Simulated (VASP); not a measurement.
# Driving VASP from ASE on HfO2

Do ASE scripts that read HfO2 from different structure formats give one answer, and do several routes find one equilibrium volume? All runs use PBE. Left out of this account: 1 further run (fields: a reference on another mesh). The start is a computed cell from the Materials Project.

Program: VASP 6.6.1. Level of theory: PBE; plane waves and PAW (Hf_pv, O). Results are calculated unless marked as measured.

Most raw output is cut from this account.

## (1) Starting point

The structure is tetragonal, space group P4_2/nmc (No. 137). Conventional cell: a = 3.558 Å, b = 3.558 Å, c = 5.172 Å, α = 90.00°, β = 90.00°, γ = 90.00°. Hf has 8 O at 2.05 to 2.37 Å nearest. Nearest to O lie 4 Hf at 2.05 to 2.37 Å. Farther neighbours and most contacts between anions are not listed.

Coordinates:

```cif
data_structure
_symmetry_space_group_name_H-M 'P 1'
_symmetry_Int_Tables_number 1
_cell_length_a 3.5580
_cell_length_b 3.5580
_cell_length_c 5.1719
_cell_angle_alpha 90.000
_cell_angle_beta 90.000
_cell_angle_gamma 90.000
_cell_volume 65.47
loop_
_atom_site_label
_atom_site_type_symbol
_atom_site_fract_x
_atom_site_fract_y
_atom_site_fract_z
_atom_site_occupancy
Hf1 Hf 0.50000 0.50000 0.50000 1
Hf2 Hf 0.00000 0.00000 0.00000 1
O3 O 0.00000 0.50000 0.69721 1
O4 O 0.50000 0.00000 0.80279 1
O5 O 0.50000 0.00000 0.30279 1
O6 O 0.00000 0.50000 0.19721 1
```

## (2) Total energy, forces and stress (PBE, through ASE)

A single point through ASE, with the structure typed into the script.

run.py reads:

```python
import numpy as np
from ase.calculators.vasp import Vasp
from ase import Atoms
from ase.dft.bandgap import bandgap

atoms = Atoms(['Hf', 'Hf', 'O', 'O', 'O', 'O'],
              cell=[[3.55801933, 0.0, 0.0], [0.0, 3.55801933, 0.0], [0.0, 0.0, 5.17186121]],
              scaled_positions=[[0.5, 0.5, 0.5], [0.0, 0.0, 0.0], [0.0, 0.5, 0.69720788], [0.5, 0.0, 0.80279212], [0.5, 0.0, 0.30279212], [0.0, 0.5, 0.19720788]],
              pbc=True)

calc = Vasp(
    xc='pbe',
    pp='PBE',
    prec='Accurate',
    encut=520,
    ediff=1e-06,
    nelm=100,
    ismear=-1,
    sigma=0.05,
    lreal=False,
    algo='Normal',
    nbands=28,
    lasph=True,
    lorbit=11,
    lwave=False,
    lcharg=False,
    kpar=4,
    isif=2,
    pp_version='64',
    setups={'Hf': '_pv', 'O': ''},
    kpts=(7, 7, 5),
    gamma=True,
    txt='vasp.out',
)
atoms.calc = calc

print("energy (eV):", round(atoms.get_potential_energy(), 6))
print("Fermi level (eV):", round(calc.get_fermi_level(), 4))
print("forces (eV/A):")
print(np.round(atoms.get_forces(), 4))
print("stress (GPa, Voigt, tension positive):", np.round(atoms.get_stress() * 160.21766, 3))
gap, p1, p2 = bandgap(calc, direct=False)
print("gap on the mesh (eV):", round(gap, 4))
```

The projector-augmented-wave data sets are Hf_pv and O (PBE family, release 64).

Launch:

```bash
> export ASE_VASP_COMMAND="mpirun -np 4 vasp_std"
> python run.py
```

The job ended after 13 s (4 MPI ranks of Intel Xeon Platinum 8488C (Sapphire Rapids), shared host; peak memory 0.78 GiB; 44 s of CPU time).

The gap is read on the k-mesh alone, so it is an upper bound where the band edges lie off the mesh. Harder data sets than Hf_pv exist (the GW ones), and pressures, volumes and forces can shift noticeably with them. At this level the cell is under a pressure of 6.5 GPa, so at these settings it is away from equilibrium.

Numbers from this step:

```yaml
electronic_steps: 14
electrons: 44
bands: 28
irreducible_k_points: 30
symmetry_operations: 16
free_energy_toten: -60.6655 eV
fermi_energy: 4.713 eV
pressure: 6.528 GPa
metallic: no
valence_top_at_k: 0, 0, 0.4
conduction_bottom_at_k: 0, 0, 0
least_direct_gap_at_k: 0, 0, 0
gap_on_the_k_mesh: 4.763 eV
least_direct_gap_on_the_k_mesh: 4.834 eV
```

Force by atom:

| atom | x (eV/Å) | y (eV/Å) | z (eV/Å) | size |
| --- | --- | --- | --- | --- |
| Hf1 | 0.0000 | 0.0000 | 0.0000 | 0.0000 |
| Hf2 | 0.0000 | 0.0000 | 0.0000 | 0.0000 |
| O3 | 0.0000 | 0.0000 | 0.0992 | 0.0992 |
| O4 | 0.0000 | 0.0000 | -0.0992 | 0.0992 |
| O5 | 0.0000 | 0.0000 | -0.0992 | 0.0992 |
| O6 | 0.0000 | 0.0000 | 0.0992 | 0.0992 |

The pressure is 6.53 GPa and the largest force 0.099 eV/Å, so the cell is not at a minimum at these settings.

## (3) A single point (PBE, through ASE)

The single point through ASE, with the structure read from a CIF with its space group. The mesh changes to 6×6×5, so this is no clean test of the format.

Changes to run.py since step 2:

```diff
@@ -2,9 +2,6 @@
 from ase.calculators.vasp import Vasp
-from ase import Atoms
+from ase.io import read
 from ase.dft.bandgap import bandgap
 
-atoms = Atoms(['Hf', 'Hf', 'O', 'O', 'O', 'O'],
-              cell=[[3.55801933, 0.0, 0.0], [0.0, 3.55801933, 0.0], [0.0, 0.0, 5.17186121]],
-              scaled_positions=[[0.5, 0.5, 0.5], [0.0, 0.0, 0.0], [0.0, 0.5, 0.69720788], [0.5, 0.0, 0.80279212], [0.5, 0.0, 0.30279212], [0.0, 0.5, 0.19720788]],
-              pbc=True)
+atoms = read('HfO2.cif')
 
@@ -30,3 +27,3 @@
     setups={'Hf': '_pv', 'O': ''},
-    kpts=(7, 7, 5),
+    kpts=(6, 6, 5),
     gamma=True,
```

HfO2.cif reads:

```cif
data_HfO2
_cell_length_a 3.55801933
_cell_length_b 3.55801933
_cell_length_c 5.17186121
_cell_angle_alpha 90.00000000
_cell_angle_beta 90.00000000
_cell_angle_gamma 90.00000000
_space_group_name_H-M_alt 'P4_2/nmc'
_space_group_name_Hall 'P 4n 2n -1n'
_space_group_IT_number 137
loop_
_space_group_symop_operation_xyz
'x,y,z'
'-y+1/2,x+1/2,z+1/2'
'-x,-y,z'
'y+1/2,-x+1/2,z+1/2'
'x+1/2,-y+1/2,-z+1/2'
'-y,-x,-z'
'-x+1/2,y+1/2,-z+1/2'
'y,x,-z'
'-x+1/2,-y+1/2,-z+1/2'
'y,-x,-z'
'x+1/2,y+1/2,-z+1/2'
'-y,x,-z'
'-x,y,z'
'y+1/2,x+1/2,z+1/2'
'x,-y,z'
'-y+1/2,-x+1/2,z+1/2'
loop_
_atom_site_label
_atom_site_type_symbol
_atom_site_symmetry_multiplicity
_atom_site_Wyckoff_symbol
_atom_site_fract_x
_atom_site_fract_y
_atom_site_fract_z
_atom_site_occupancy
Hf1 Hf 2 a 0.5000000000 0.5000000000 0.5000000000 1
O1 O 4 d 0.0000000000 0.5000000000 0.6972078800 1
```

Wall time 13 s (4 MPI ranks); peak memory 0.78 GiB; 45 s of CPU time.

Numbers from this step:

```
Fermi energy : 4.725 eV
```

Force by atom:

| atom | x (eV/Å) | y (eV/Å) | z (eV/Å) | size |
| --- | --- | --- | --- | --- |
| Hf1 | 0.0000 | 0.0000 | 0.0000 | 0.0000 |
| Hf2 | 0.0000 | 0.0000 | 0.0000 | 0.0000 |
| O3 | 0.0000 | 0.0000 | 0.0992 | 0.0992 |
| O4 | 0.0000 | 0.0000 | 0.0992 | 0.0992 |
| O5 | 0.0000 | 0.0000 | -0.0992 | 0.0992 |
| O6 | 0.0000 | 0.0000 | -0.0992 | 0.0992 |

The energy lies +0.01 meV an atom from the first script, on another mesh.

## (4) Full relaxation (PBE, through ASE)

The start need not lie at this functional's minimum. ISIF = 3 frees volume, shape and positions, and EDIFFG sets the threshold on forces and stress at which the search stops.

Changes to run.py since step 3:

```diff
@@ -3,3 +3,2 @@
 from ase.io import read
-from ase.dft.bandgap import bandgap
 
@@ -24,6 +23,9 @@
     kpar=4,
-    isif=2,
+    ibrion=2,
+    nsw=60,
+    isif=3,
+    ediffg=-0.01,
     pp_version='64',
     setups={'Hf': '_pv', 'O': ''},
-    kpts=(6, 6, 5),
+    kpts=(7, 7, 5),
     gamma=True,
@@ -38,3 +40,5 @@
 print("stress (GPa, Voigt, tension positive):", np.round(atoms.get_stress() * 160.21766, 3))
-gap, p1, p2 = bandgap(calc, direct=False)
-print("gap on the mesh (eV):", round(gap, 4))
+print("cell (A, degrees):", np.round(atoms.cell.cellpar(), 4))
+print("volume (A^3):", round(atoms.get_volume(), 4))
+print("positions:")
+print(np.round(atoms.get_scaled_positions(), 5))
```

HfO2.cif reads:

```cif
data_HfO2
_cell_length_a 3.55801933
_cell_length_b 3.55801933
_cell_length_c 5.17186121
_cell_angle_alpha 90.00000000
_cell_angle_beta 90.00000000
_cell_angle_gamma 90.00000000
_space_group_name_H-M_alt 'P1'
_space_group_name_Hall 'P 1'
_space_group_IT_number 1
loop_
_space_group_symop_operation_xyz
'x,y,z'
loop_
_atom_site_label
_atom_site_type_symbol
_atom_site_symmetry_multiplicity
_atom_site_Wyckoff_symbol
_atom_site_fract_x
_atom_site_fract_y
_atom_site_fract_z
_atom_site_occupancy
Hf1 Hf 1 a 0.5000000000 0.5000000000 0.5000000000 1
Hf2 Hf 1 a 0.0000000000 0.0000000000 0.0000000000 1
O1 O 1 a 0.0000000000 0.5000000000 0.6972078800 1
O2 O 1 a 0.5000000000 0.0000000000 0.8027921200 1
O3 O 1 a 0.5000000000 0.0000000000 0.3027921200 1
O4 O 1 a 0.0000000000 0.5000000000 0.1972078800 1
```

It took 66 s on 4 MPI ranks; peak memory 0.83 GiB.

The run keeps the 16 symmetry operations of its start, so it cannot find a distortion of lower symmetry.

The steps of the relaxation:

| step | energy less that of the first step (eV) | largest force (eV/Å) | pressure (GPa) | volume (Å³) |
| --- | --- | --- | --- | --- |
| 1 | 0.0000 | 0.0992 | 6.53 | 65.47 |
| 2 | 0.0469 | 0.2506 | -9.01 | 69.78 |
| 3 | -0.0329 | 0.0467 | -0.11 | 67.12 |
| 4 | -0.0329 | 0.0438 | 0.12 | 67.08 |
| 5 | -0.0333 | 0.0398 | 0.11 | 67.12 |
| 6 | -0.0340 | 0.0271 | 0.09 | 67.22 |
| 7 | -0.0333 | 0.0019 | 0.08 | 67.43 |
| 8 | -0.0341 | 0.0205 | 0.08 | 67.27 |
| 9 | -0.0343 | 0.0093 | -0.05 | 67.34 |
| 10 | -0.0343 | 0.0029 | -0.13 | 67.37 |

| conventional cell, symmetrised | before | after | change |
| --- | --- | --- | --- |
| a (Å) | 3.558 | 3.589 | +0.9 % |
| b (Å) | 3.558 | 3.589 | +0.9 % |
| c (Å) | 5.172 | 5.230 | +1.1 % |
| volume (Å³/atom) | 10.91 | 11.23 | +2.9 % |

The atoms that moved most (Å, as changes of fractional coordinates times the final cell):

| atom | dx | dy | dz | length |
| --- | --- | --- | --- | --- |
| O3 | 0.000 | 0.000 | -0.012 | 0.012 |
| O4 | 0.000 | 0.000 | 0.012 | 0.012 |
| O5 | 0.000 | 0.000 | 0.012 | 0.012 |
| O6 | 0.000 | 0.000 | -0.012 | 0.012 |

The relaxed structure:

```xyz
6
Lattice="3.5894 0.0000 0.0000 0.0000 3.5894 0.0000 0.0000 0.0000 5.2295" Properties=species:S:1:pos:R:3 pbc="T T T"
Hf    1.7947    1.7947    2.6148
Hf    0.0000    0.0000    0.0000
O     0.0000    1.7947    3.6338
O     1.7947    0.0000    4.2105
O     1.7947    0.0000    1.5957
O     0.0000    1.7947    1.0190
```

Numbers from this step:

```yaml
free_energy_toten: -60.6999 eV
fermi_energy: 4.466 eV
pressure: -0.1321 GPa
scf_cycles_over_all_ionic_steps: 80
gap_on_the_k_mesh: 4.688 eV
least_direct_gap_on_the_k_mesh: 4.754 eV
```

It ends with a largest force of 0.003 eV/Å and a pressure of -0.13 GPa.

## (5) Energy against volume, from ASE (PBE)

An ASE loop scales the volume and fits the energies, which gives the bulk modulus from energies alone.

run.py reads:

```python
import numpy as np
from ase.calculators.vasp import Vasp
from ase.io import read
from ase.eos import EquationOfState
from ase.units import GPa

atoms = read('structure.vasp')

calc = Vasp(
    xc='pbe',
    pp='PBE',
    prec='Accurate',
    encut=520,
    ediff=1e-06,
    nelm=100,
    ismear=-1,
    sigma=0.05,
    lreal=False,
    algo='Normal',
    nbands=28,
    lasph=True,
    lorbit=11,
    lwave=False,
    lcharg=False,
    kpar=4,
    isif=2,
    pp_version='64',
    setups={'Hf': '_pv', 'O': ''},
    kpts=(7, 7, 5),
    gamma=True,
    txt='vasp.out',
)
atoms.calc = calc

cell, volumes, energies = atoms.get_cell(), [], []
for x in [0.94, 0.96, 0.98, 1.0, 1.02, 1.04, 1.06]:
    atoms.set_cell(cell * x ** (1 / 3), scale_atoms=True)
    volumes.append(atoms.get_volume())
    energies.append(atoms.get_potential_energy())
    print(f"{x:.2f}  V = {volumes[-1]:.4f} A^3  E = {energies[-1]:.6f} eV")
v0, e0, b0 = EquationOfState(volumes, energies, eos="birchmurnaghan").fit()
print(f"V0 = {v0:.4f} A^3  E0 = {e0:.6f} eV  B0 = {b0 / GPa:.2f} GPa")
```

structure.vasp reads:

```
HfO2
1.0
    3.5580193300      0.0000000000      0.0000000000
    0.0000000000      3.5580193300      0.0000000000
    0.0000000000      0.0000000000      5.1718612100
Hf O
2 4
Direct
    0.5000000000      0.5000000000      0.5000000000
    0.0000000000      0.0000000000      0.0000000000
    0.0000000000      0.5000000000      0.6972078800
    0.5000000000      0.0000000000      0.8027921200
    0.5000000000      0.0000000000      0.3027921200
    0.0000000000      0.5000000000      0.1972078800
```

Elapsed: 83 s, on 4 MPI ranks; peak memory 0.77 GiB; 5.1 min of CPU time.

This step gave:

- bulk modulus: 244.0 GPa
- equilibrium volume of the fit: 11.20 Å³/atom

The fitted volume lies -0.24 % from the relaxed one.

## (6) BFGS in ASE (PBE)

Here ASE drives the relaxation and calls VASP for forces and stress at each step.

run.py reads:

```python
import numpy as np
from ase.calculators.vasp import Vasp
from ase import Atoms
from ase.optimize import BFGS
from ase.filters import FrechetCellFilter

atoms = Atoms(['Hf', 'Hf', 'O', 'O', 'O', 'O'],
              cell=[[3.55801933, 0.0, 0.0], [0.0, 3.55801933, 0.0], [0.0, 0.0, 5.17186121]],
              scaled_positions=[[0.5, 0.5, 0.5], [0.0, 0.0, 0.0], [0.0, 0.5, 0.69720788], [0.5, 0.0, 0.80279212], [0.5, 0.0, 0.30279212], [0.0, 0.5, 0.19720788]],
              pbc=True)

calc = Vasp(
    xc='pbe',
    pp='PBE',
    prec='Accurate',
    encut=520,
    ediff=1e-06,
    nelm=100,
    ismear=-1,
    sigma=0.05,
    lreal=False,
    algo='Normal',
    nbands=28,
    lasph=True,
    lorbit=11,
    lwave=False,
    lcharg=False,
    kpar=4,
    isif=2,
    pp_version='64',
    setups={'Hf': '_pv', 'O': ''},
    kpts=(7, 7, 5),
    gamma=True,
    txt='vasp.out',
)
atoms.calc = calc

BFGS(FrechetCellFilter(atoms)).run(fmax=0.02, steps=30)
print("cell (A, degrees):", np.round(atoms.cell.cellpar(), 4))
print("volume (A^3):", round(atoms.get_volume(), 4))
print("energy (eV):", round(atoms.get_potential_energy(), 6))
print("Fermi level (eV):", round(calc.get_fermi_level(), 4))
print("forces (eV/A):")
print(np.round(atoms.get_forces(), 4))
print("stress (GPa, Voigt, tension positive):", np.round(atoms.get_stress() * 160.21766, 3))
```

It took 2.5 min on 4 MPI ranks; peak memory 0.79 GiB.

This step gave:

```
optimizer steps   : 11
volume after bfgs : 11.22 Å³/atom
```

## (7) Side by side

```
                                                run  atoms   mesh  energy (eV/atom)  pressure (GPa)
               ASE, structure typed into the script      6  7×7×5         -10.11092           6.528
ASE, structure read from a CIF with its space group      6  6×6×5         -10.11091           6.528
```

## (8) Self-consistent run (PBE, through ASE), changed input

This run is made with a changed input; what comes of it follows.

Changes to run.py since step 6:

```diff
@@ -3,4 +3,3 @@
 from ase import Atoms
-from ase.optimize import BFGS
-from ase.filters import FrechetCellFilter
+from ase.dft.bandgap import bandgap
 
@@ -17,3 +16,3 @@
     ediff=1e-06,
-    nelm=100,
+    nelm=53,
     ismear=-1,
@@ -31,3 +30,3 @@
     setups={'Hf': '_pv', 'O': ''},
-    kpts=(7, 7, 5),
+    kpts=(1, 1, 1),
     gamma=True,
@@ -37,5 +36,2 @@
 
-BFGS(FrechetCellFilter(atoms)).run(fmax=0.02, steps=30)
-print("cell (A, degrees):", np.round(atoms.cell.cellpar(), 4))
-print("volume (A^3):", round(atoms.get_volume(), 4))
 print("energy (eV):", round(atoms.get_potential_energy(), 6))
@@ -45 +41,3 @@
 print("stress (GPa, Voigt, tension positive):", np.round(atoms.get_stress() * 160.21766, 3))
+gap, p1, p2 = bandgap(calc, direct=False)
+print("gap on the mesh (eV):", round(gap, 4))
```

It took 5.2 s on 4 MPI ranks; peak memory 0.64 GiB.

Convergence was reached, but on settings outside the sound range, so the numbers are no properties of the crystal.

Against the sound run on this cell (total energy, forces and stress (PBE, through ASE)) the energy at zero smearing moves by +143.4 meV an atom and the pressure by -8.04 GPa.

The fault in the input: one k point for a small cell (k-mesh = [1, 1, 1]). A small cell needs a mesh; Γ alone serves large cells only.

## (9) Outcome

| Property | Result |
| --- | --- |
| energy, ASE, structure typed into the script | -10.11092 eV/atom |
| energy, ASE, structure read from a CIF with its space group | -10.11091 eV/atom |
| volume from VASP's own relaxation | 11.23 Å³/atom |
| volume from the fit of the ASE volume loop | 11.20 Å³/atom |
| volume from BFGS in ASE | 11.22 Å³/atom |

What this shows: With the structure read from a CIF with its space group, ASE's run reproduces the energy of the first script. The routes to the equilibrium volume agree within 0.24 %. VASP's relaxation keeps the plane waves of its start, while ASE starts VASP afresh at each cell, and a loop at fixed shape can't relax anything but the volume.

[Lines on the potential files, build, host, timing and source positions are cut from VASP's logs without a mark.]

[Logs are printed without paths, hosts, clocks, repeated set-up lines and the standing remarks that a program may print on its own settings, such as how far it seeks lower states.]

[Hosts, paths, dates, database ids (printed as entryN), source tags and the programs' standing remarks are cut or masked in the printed files.]

[A measured line is paired with the nearest computed mode of its activity, which favours agreement.]
